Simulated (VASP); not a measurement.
Calculation: PBE GGA, VASP's PBE PAW potentials (set 64) (plane waves; VASP 6.6.1).

Input for VASP

KPOINTS:
```
Automatic mesh
0
Gamma
10 10 8
0 0 0
```

POSCAR:
```
HfB2
1
    1.5379050000    -2.7108710000     0.0000000000
    1.5379050000     2.7108710000     0.0000000000
    0.0000000000     0.0000000000     3.4287890000
Hf B
1 2
Direct
  0.0000000000   0.0000000000   0.0000000000
  0.3333330000   0.6666670000   0.5000000000
  0.6979980000   0.3646640000   0.5000000000
```

INCAR:
```
ISMEAR = 1   ! Methfessel-Paxton
SIGMA = 0.1   ! width (eV)
ALGO = Normal
LCHARG = .FALSE.
NELM = 100
LREAL = .FALSE.
ISIF = 2
PREC = Accurate
EDIFF = 1E-6
SYSTEM = HfB2
GGA = PE
LWAVE = .FALSE.
ENCUT = 520
LASPH = .TRUE.
LMAXMIX = 6   ! l cut-off of mixed one-centre charges
```

POTCAR, in this order: Hf_sv B (PBE.64 set). Program: vasp_std.

What VASP printed:

**OSZICAR**
```
       N       E                     dE             d eps       ncg     rms          rms(c)
DAV:   1     0.895230364349E+02    0.89523E+02   -0.97422E+03  6776   0.133E+03
DAV:   2    -0.287757016133E+02   -0.11830E+03   -0.11391E+03  7860   0.346E+02
DAV:   3    -0.326816232283E+02   -0.39059E+01   -0.38573E+01  9217   0.554E+01
DAV:   4    -0.327062722062E+02   -0.24649E-01   -0.24283E-01  7950   0.446E+00
DAV:   5    -0.327065429189E+02   -0.27071E-03   -0.27068E-03  9194   0.385E-01    0.751E+00
DAV:   6    -0.292420052374E+02    0.34645E+01   -0.88205E+00  8513   0.207E+01    0.293E+00
DAV:   7    -0.290721779508E+02    0.16983E+00   -0.11638E+00  8965   0.757E+00    0.137E+00
DAV:   8    -0.290673822179E+02    0.47957E-02   -0.67763E-02  7803   0.237E+00    0.286E-01
DAV:   9    -0.290653168151E+02    0.20654E-02   -0.99796E-03  8636   0.778E-01    0.572E-02
DAV:  10    -0.290652813262E+02    0.35489E-04   -0.40235E-04  8000   0.202E-01    0.205E-02
DAV:  11    -0.290652825431E+02   -0.12169E-05   -0.49455E-05  8760   0.590E-02    0.703E-03
DAV:  12    -0.290652811854E+02    0.13577E-05   -0.72094E-06  8480   0.235E-02    0.163E-03
DAV:  13    -0.290652810826E+02    0.10284E-06   -0.46520E-07  4985   0.627E-03
   1 F= -.29065281E+02 E0= -.29065357E+02  d E =0.227525E-03
```

### OUTCAR
```
------------------------ aborting loop because EDIFF is reached ----------------------------------------
  FORCE on cell =-STRESS in cart. coord.  units (eV):
  Direction    XX          YY          ZZ          XY          YZ          ZX
  --------------------------------------------------------------------------------------
  Total        3.3635697      1.3451537      2.2915728     -0.0061502      0.0000000      0.0000000
  in kB      188.4958962     75.3829947    128.4207279     -0.3446626      0.0000000      0.0000000
  external PRESSURE =     130.7665396 kB  Pullay stress =       0.0000000 kB
  volume of cell :       28.59
      direct lattice vectors                 reciprocal lattice vectors
     1.537905000 -2.710871000  0.000000000     0.325117611 -0.184442565  0.000000000
     1.537905000  2.710871000  0.000000000     0.325117611  0.184442565  0.000000000
     0.000000000  0.000000000  3.428789000     0.000000000  0.000000000  0.291648159
 POSITION                                       TOTAL-FORCE (eV/Angst)
 -----------------------------------------------------------------------------------
      0.00000      0.00000      0.00000         0.762450      0.046968      0.000000
      1.53790      0.90363      1.71439         1.082431     -0.176795      0.000000
      1.63427     -0.90363      1.71439        -1.844881      0.129827      0.000000
 -----------------------------------------------------------------------------------
    total drift:                                0.000016      0.000003      0.000000
  FREE ENERGIE OF THE ION-ELECTRON SYSTEM (eV)
  ---------------------------------------------------
  free  energy   TOTEN  =       -29.0652810826 eV

  energy  without entropy=      -29.0655086079  energy(sigma->0) =      -29.06535692
```
(Selected blocks of OUTCAR.)

The compound is HfB2 in the AlB2 type structure. The cell was not relaxed at this level, atoms are displaced from their ideal sites. The run is one of a series of settings (POTCAR Hf_sv B (PBE.64 set) against the base run), some of them coarse on purpose.
